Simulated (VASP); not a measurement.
Set up this calculation in VASP 6.6.1, as the native input.

| Property | Result |
| --- | --- |
| Task | single point |
| Functional | PBEsol |
| Potentials or basis | VASP PAW PBE potentials, release 64 (Tc_pv, Se) |
| Cutoff | 520 eV |
| k mesh | 5 × 5 × 5 |
| Occupations | gaussian, width 0.05 eV |
| Spin | collinear spin, random start |
| Starting moments | [-0.21, 0.0, 0.0] μB |
| Hubbard terms | Tc d U = 7 eV |
| Further INCAR settings | ALGO = Normal; EDIFF = 1e-07; NBANDS = 24 |

The structure of TcSe2 lies in POSCAR:

```
TcSe2
1.0
    0.0000000000      3.1457489900      3.1457489900
    3.1457489900      0.0000000000      3.1457489900
    3.1457489900      3.1457489900      0.0000000000
Tc Se
1 2
Direct
    0.0000000000      0.0000000000      0.0000000000
    0.2500000000      0.2500000000      0.2500000000
    0.7500000000      0.7500000000      0.7500000000
```

The cell comes from a database or a generator and needn't be the stable form of this composition.

The input as run:

INCAR

```
PREC = Accurate
ENCUT = 520
EDIFF = 1E-7
ISMEAR = 0
SIGMA = 0.05
LREAL = F
LASPH = T
NELM = 80
ALGO = Normal
ISIF = 2
LWAVE = F
LCHARG = F
ISPIN = 2
MAGMOM = -0.21 0 0
LORBIT = 11
LMAXMIX = 4
LDAU = T
LDAUTYPE = 2
LDAUL = 2 -1
LDAUU = 7 0
LDAUJ = 0 0
LDAUPRINT = 1
GGA = PS
NBANDS = 24
```

KPOINTS

```
Automatic mesh
0
Gamma
  5 5 5
```

Potentials or basis: VASP PAW PBE potentials, release 64 (Tc_pv, Se).

Run with:

```sh
$ cat potpaw_PBE.64/Tc_pv/POTCAR potpaw_PBE.64/Se/POTCAR > POTCAR
$ mpirun -np 1 vasp_std > vasp.out
```

Results of the run:

- Pressure: -9.1 GPa
- Band gap on the k mesh: none (metal or under the smearing width)
- Net moment: -0.95 μB per cell
- Site moments: Tc -0.99; Se -0.01 μB
- Valence electrons inside the program's atomic spheres: Tc 11.59; Se 3.76

Caveat: the PAW data sets were made with another functional, which shifts forces and pressure a little.

Run time: 7.1 min on 1 thread of AMD EPYC 7571, with other jobs on the host, peak memory 0.21 GiB.
